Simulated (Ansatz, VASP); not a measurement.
# CoSi in two plane-wave programs, part 2 of 2

Aim: how closely do two programs agree when they are given the same cell, functional and k mesh? The cell is taken from a series of runs on this material, whose earlier steps may have relaxed, scaled, displaced or heated it; both programs get it as it stands.

VASP 6.6.1 and Ansatz 0.2.0.

So far: Set-up; VASP: zone-centre phonons, PBE.

## 3. Ansatz: zone-centre phonons, PBE

Level of this step: Ansatz beside VASP: Kohn-Sham DFT, plane waves, PBE (Ansatz).

Ansatz runs on its PAW soft_1 files.

The same cell, functional, mesh and smearing now go to Ansatz, which takes its cutoff from its data sets.

Contents of input.yaml:

```yaml
crystal:
  lattice:
    - [4.4307009609, 0.0, 0.0]
    - [0.0, 4.4307009609, 0.0]
    - [0.0, 0.0, 4.4307009609]
  atoms:
    - { symbol: Co, position: [0.1450346412, 0.1450346412, 0.1450346412] }
    - { symbol: Co, position: [0.3549653588, 0.8549653588, 0.6450346412] }
    - { symbol: Co, position: [0.6450346412, 0.3549653588, 0.8549653588] }
    - { symbol: Co, position: [0.8549653588, 0.6450346412, 0.3549653588] }
    - { symbol: Si, position: [0.8431621294, 0.8431621294, 0.8431621294] }
    - { symbol: Si, position: [0.6568378706, 0.1568378706, 0.3431621294] }
    - { symbol: Si, position: [0.3431621294, 0.6568378706, 0.1568378706] }
    - { symbol: Si, position: [0.1568378706, 0.3431621294, 0.6568378706] }
kpoints:
  mp_grid: { grid: [6, 6, 6] }
hamiltonian:
  xc: pbe
  pseudopotentials: { kind: paw, azcp: { folder: soft_1 } }
scf:
  occupations: { method: methfessel_paxton, width: 0.2 }
output:
  eigenvalues: true
phonons:
  method: dfpt
  qmesh: [2, 2, 2]
  temperatures: { t_max: 1000, t_step: 50 }
  qpath:
    path:
      - [[0.0, 0.0, 0.0], [0.0, 0.5, 0.0], [0.5, 0.5, 0.0], [0.0, 0.0, 0.0], [0.5, 0.5, 0.5], [0.0, 0.5, 0.0]]
      - [[0.5, 0.5, 0.5], [0.5, 0.5, 0.0], [0.5, 0.0, 0.0]]
    npoints: 6
  electrical_resistivity:
    mesh: [8, 8, 8]
    temperatures: [20.0, 50.0, 80.0, 100.0, 150.0, 200.0, 273.0, 300.0, 400.0, 500.0, 600.0, 800.0]
  superconductivity: { mesh: [8, 8, 8] }
```

On the command line:

```bash
ansatz run input.yaml --threads 16 --pin off --max-ram 92160MiB --backend cuda --events-out ev --progress --plain --runs-dir out --max-vram 78GiB
```

Numbers of over 12 decimals in the logs are rounded to 6 here.

The program printed:

```text
Warning: phonons: the dynamical matrix that this run interpolates holds no multipole term above the dipole-dipole one, and a site of this crystal is no centre of inversion, so its interpolated transverse optical and acoustic branches and sound speeds can stay off near Gamma, and the density of states and the thermodynamics with them. What a run solves at a wave vector of phonons.qpoints, Gamma apart, where the deck admits one, is free of this, and under fd what a larger phonons.supercell samples
Engine: ansatz 0.2.0, aarch64-unknown-linux-gnu
Pseudopotentials: kind: paw
Pseudopotential: Co, paw, valence charge 17, recommended cutoff 420 eV (normal), soft_1/Co.paw.azcp
Pseudopotential: Si, paw, valence charge 4, recommended cutoff 420 eV (normal), soft_1/Si.paw.azcp
Functional definition: PBE
  parameter kappa = 0.804
  parameter beta = 0.066725
  exchange = pbe_x(kappa = kappa, mu = beta*pi^2/3)
  correlation = pbe_c(beta = beta)
[...]
Crystal: 8 atoms, lattice volume = 86.980 Å³
Basis set: ecut = 420 eV, 1743 PW (Γ), exchange–correlation on 60×60×60 points (8 copies of the dense FFT grid, shifted against one another)
Bands: 51, of which v1, the nominal top of the filled ones, is band 42 counted from 1 (41 counted from 0)
Symmetry: 12 space group operations
k-points: 24 of 216 (time reversal used)
Non-local potential: Co, projectors of the file, l = 0: 3, l = 1: 2, l = 2: 3, l = 3: 1
Non-local potential: Si, projectors of the file, l = 0: 2, l = 1: 2, l = 2: 1
PAW form: soft (Blöchl's): semilocal exchange-correlation on the pseudo side does not see the compensation charge
PAW one-centre angular grid: Co, 590 points (default); XC on 64 Gauss nodes
PAW one-centre angular grid: Si, 110 points (default); XC on 64 Gauss nodes
Initial density: superposition of atomic densities (chi_scale 0.1, normalization cell, long waves kept (reshape's long-wave potential 0.00 eV rms))
Initial wavefunctions: pseudopotential atomic-orbital guess
[...]
Functional: x = pbe(κ = 0.804, μ = 0.219515), c = pbe(β = 0.066725)
SCF iter   1: F=—  HF=-23054.348328 eV  |F-HF|=—  |Δ(HF+E_count)|=         —  Δρ=1.14e-1  dr2=1.11e1  ethr=3.10e-3  ⟨swp⟩=7.5  Hψ=4893  notcnv=0
preconditioner: auto → Kerker (q_TF=auto, 2.712 Å⁻¹)  [metal: Δε(μ)=0.056 eV  Ē_g=6.922 eV  σ=0.200 eV  W_gap=0.23  n_scr=26 (ndim 8)  ℏωp=28.7 eV  f_vac=0.000  D(μ)=1.61/eV (n_scr^D=6)]
SCF iter   2: F=—  HF=-23053.454557 eV  |F-HF|=—  |Δ(HF+E_count)|=   8.94e-1  S|Δr|=    0.00e0  Δρ=5.32e-2  dr2=3.21e0  ethr=3.10e-3  ⟨swp⟩=3.0  Hψ=2150  notcnv=0  defer=72
[...]
SCF iter  11: F=-23052.700443 eV  HF=-23052.700443 eV  |F-HF|=1.09e-11  |Δ(HF+E_count)|=  5.09e-11  S|Δr|=    0.00e0  Δρ=7.22e-8  dr2=3.00e-12  ethr=1.00e-12  ⟨swp⟩=12.5  Hψ=7353  notcnv=0
SCF 1 converged in 11 iterations: F = -23052.700443 eV  dr2 = 3.00e-12
  greatest PAW one-centre occupation: 1.000 electrons in one spin orbital (limit 2), on the Co atom at site 3 (counted from 0), in its partial waves of l = 1
[...]
iter 1 solved again at ethr=1.26e-6 eV; its pass at ethr=3.10e-3 eV (dr2=1.05e-3 eV) is discarded
SCF iter   1: F=—  HF=-23052.699906 eV  |F-HF|=—  |Δ(HF+E_count)|=         —  Δρ=4.30e-6  dr2=1.31e-8  ethr=1.26e-6  ⟨swp⟩=2.8  Hψ=7398  notcnv=0
eigensolver tolerance schedule: the retry pair's looser diagonalisation over-reported the residual by 80568.51 of it (diagonalisation noise at an unbounded share of the residual, at the tolerance the schedule requests for it); recorded, not acted on — ethr = c·dr2/N_el stays at c = 1.0e-1
preconditioner: auto → Kerker (q_TF=auto, 2.712 Å⁻¹)  [metal: Δε(μ)=0.089 eV  Ē_g=6.685 eV  σ=0.200 eV  W_gap=0.34  n_scr=26 (ndim 8)  ℏωp=28.7 eV  f_vac=0.000  D(μ)=1.73/eV (n_scr^D=6)]
SCF iter   2: F=—  HF=-23052.700443 eV  |F-HF|=—  |Δ(HF+E_count)|=   5.38e-4  S|Δr|=    0.00e0  Δρ=3.43e-6  dr2=6.87e-9  ethr=1.56e-11  ⟨swp⟩=3.2  Hψ=3317  notcnv=0
[...]
SCF iter  10: F=-23052.700443 eV  HF=-23052.700443 eV  |F-HF|=0.00e0  |Δ(HF+E_count)|=  1.09e-11  S|Δr|=    0.00e0  Δρ=5.12e-9  dr2=2.43e-14  ethr=1.00e-12  ⟨swp⟩=2.5  Hψ=2457  notcnv=0
SCF 2 converged in 10 iterations: F = -23052.700443 eV  dr2 = 2.43e-14
[...]
SCF 3 converged in 11 iterations: F = -23052.700443 eV  dr2 = 3.01e-12
[...]
SCF converged after 11 iterations
[...]
mean free path at 50 K (of a tensor a third of its trace): 998 nm by what each carries, 603 by the Fermi surface alone
  Hall coefficient in a weak field at 50 K (a third of the trace): -1.081e-8 m³/C (as a tensor it moves by 10.8 % between the two finest meshes); by each state's relaxation time: -1.137e-8 m³/C; by a constant relaxation time: -1.059e-8 m³/C
  mean free path at 80 K (of a tensor a third of its trace): 197 nm by what each carries, 119 by the Fermi surface alone
  Hall coefficient in a weak field at 80 K (a third of the trace): -9.261e-9 m³/C (as a tensor it moves by 0.5 % between the two finest meshes); by each state's relaxation time: -9.541e-9 m³/C; by a constant relaxation time: -1.035e-8 m³/C
  mean free path at 100 K (of a tensor a third of its trace): 107 nm by what each carries, 65.4 by the Fermi surface alone
  Hall coefficient in a weak field at 100 K (a third of the trace): -9.276e-9 m³/C (as a tensor it moves by 2.3 % between the two finest meshes); by each state's relaxation time: -9.485e-9 m³/C; by a constant relaxation time: -1.007e-8 m³/C
  mean free path at 150 K (of a tensor a third of its trace): 47.0 nm by what each carries, 29.2 by the Fermi surface alone
  Hall coefficient in a weak field at 150 K (a third of the trace): -9.950e-9 m³/C (as a tensor it moves by 16.9 % between the two finest meshes); by each state's relaxation time: -1.013e-8 m³/C; by a constant relaxation time: -9.188e-9 m³/C
  mean free path at 200 K (of a tensor a third of its trace): 35.5 nm by what each carries, 20.8 by the Fermi surface alone
  Hall coefficient in a weak field at 200 K (a third of the trace): -1.148e-8 m³/C (as a tensor it moves by 14.8 % between the two finest meshes); by each state's relaxation time: -1.177e-8 m³/C; by a constant relaxation time: -8.271e-9 m³/C
  mean free path at 273 K (of a tensor a third of its trace): 31.6 nm by what each carries, 17.1 by the Fermi surface alone
  Hall coefficient in a weak field at 273 K (a third of the trace): -1.284e-8 m³/C (as a tensor it moves by 17.5 % between the two finest meshes); by each state's relaxation time: -1.319e-8 m³/C; by a constant relaxation time: -7.082e-9 m³/C
  mean free path at 300 K (of a tensor a third of its trace): 30.3 nm by what each carries, 16.4 by the Fermi surface alone
  Hall coefficient in a weak field at 300 K (a third of the trace): -1.284e-8 m³/C (as a tensor it moves by 17.6 % between the two finest meshes); by each state's relaxation time: -1.316e-8 m³/C; by a constant relaxation time: -6.696e-9 m³/C
  mean free path at 400 K (of a tensor a third of its trace): 25.0 nm by what each carries, 14.4 by the Fermi surface alone
  Hall coefficient in a weak field at 400 K (a third of the trace): -1.170e-8 m³/C (as a tensor it moves by 16.0 % between the two finest meshes); by each state's relaxation time: -1.188e-8 m³/C; by a constant relaxation time: -5.499e-9 m³/C
  mean free path at 500 K (of a tensor a third of its trace): 20.2 nm by what each carries, 12.9 by the Fermi surface alone
  Hall coefficient in a weak field at 500 K (a third of the trace): -1.014e-8 m³/C (as a tensor it moves by 15.5 % between the two finest meshes); by each state's relaxation time: -1.022e-8 m³/C; by a constant relaxation time: -4.585e-9 m³/C
  mean free path at 600 K (of a tensor a third of its trace): 16.5 nm by what each carries, 11.6 by the Fermi surface alone
  Hall coefficient in a weak field at 600 K (a third of the trace): -8.781e-9 m³/C (as a tensor it moves by 12.7 % between the two finest meshes); by each state's relaxation time: -8.807e-9 m³/C; by a constant relaxation time: -3.868e-9 m³/C
  mean free path at 800 K (of a tensor a third of its trace): 11.4 nm by what each carries, 9.55 by the Fermi surface alone
  Hall coefficient in a weak field at 800 K (a third of the trace): -6.802e-9 m³/C (as a tensor it moves by 12.6 % between the two finest meshes); by each state's relaxation time: -6.778e-9 m³/C; by a constant relaxation time: -2.815e-9 m³/C
  the resistivity times a path that all electrons share, by the Fermi surface of the deck's mesh alone (a third of the trace): 9.222e-15 Ω·m²
  not converged in the mesh (λ; λ_tr; the resistivity at 20 K by 88.35 %; the resistivity at 50 K by 69.92 %; the resistivity at 80 K by 58.13 %; the resistivity at 100 K by 50.41 %; the resistivity at 150 K by 39.47 %; the resistivity at 200 K by 36.44 %; the resistivity at 273 K by 30.88 %; the resistivity at 300 K by 28.36 %; the resistivity at 400 K by 18.85 %; the resistivity at 500 K by 11.50 %; the resistivity [...]
  vibrations of 8 cells: unjudged by the run; compare a larger repeat
  the changes of the potential over all sites missed a rigid shift's by 0.00 % (the site terms' by 0.00 %)
  at the force constants' own smearing the fine mesh and the k-points of their solves give squared frequencies that differ by 0.4 % of the larger at the most, at (-0.5, -0.5, -0.5)
[the section on superconductivity is kept apart]
```

In the SCF lines HF is the Harris–Foulkes energy and dr2 the Hartree energy of the density residual, in eV; the loop may stop once dr2 is under the threshold and the program's other checks hold. Hψ counts applications of the Hamiltonian.

## 4. Differences

Known differences besides the potentials themselves: VASP's run holds the zone centre alone; the data sets hold 84 valence electrons in Ansatz (on its PAW soft_1 files) and 52 in VASP; the cutoff is 420 eV in Ansatz and 600 eV in VASP. Total energies have different zeros and are not compared.

The two programs side by side:

```tsv
quantity	Ansatz	VASP	difference
optical mode 1 (cm⁻¹)	185.4	186.9	-0.77 %
optical mode 2 to 3 (cm⁻¹)	210.1	209.6	+0.23 %
optical mode 4 to 6 (cm⁻¹)	227.5	226.5	+0.44 %
optical mode 7 to 9 (cm⁻¹)	246.4	245.9	+0.20 %
optical mode 10 to 12 (cm⁻¹)	308.5	309.6	-0.38 %
optical mode 13 to 14 (cm⁻¹)	311.4	312.4	-0.30 %
optical mode 15 to 17 (cm⁻¹)	349.0	350.4	-0.40 %
optical mode 18 (cm⁻¹)	362.0	362.4	-0.11 %
optical mode 19 to 21 (cm⁻¹)	421.0	423.7	-0.65 %
```

Modes are paired by rising frequency, not by their patterns, so a pair may set unlike modes beside each other; they are those without the splitting of longitudinal modes.

## 5. Outcome

| Property | Result |
| --- | --- |
| r.m.s. difference of the optical zone-centre modes, each program's sorted by frequency (zone-centre phonons, PBE) | 1.4 cm⁻¹ |
| difference in optical mode 1 (zone-centre phonons, PBE) | -0.8 % |

The r.m.s. difference of the optical zone-centre modes, each program's sorted by frequency is 1.4 cm⁻¹ (zone-centre phonons, PBE). The data sets hold unlike numbers of valence electrons (84 in Ansatz and 52 in VASP), so part of the differences comes from the potentials. Among the rows given in per cent, the largest difference of the zone-centre phonons, PBE pair is in optical mode 1, -0.8 %. Such differences can come from data sets, numerical settings and the points named under the comparisons, not from the functional's error against experiment.

[Lines on the potential files, build, host, timing and source positions are cut from VASP's logs without a mark.]

[Logs are printed without paths, hosts, clocks, repeated set-up lines and the standing remarks that a program may print on its own settings, such as how far it seeks lower states.]

[Hosts, paths, dates, database ids (printed as entryN), source tags and the programs' standing remarks are cut or masked in the printed files.]
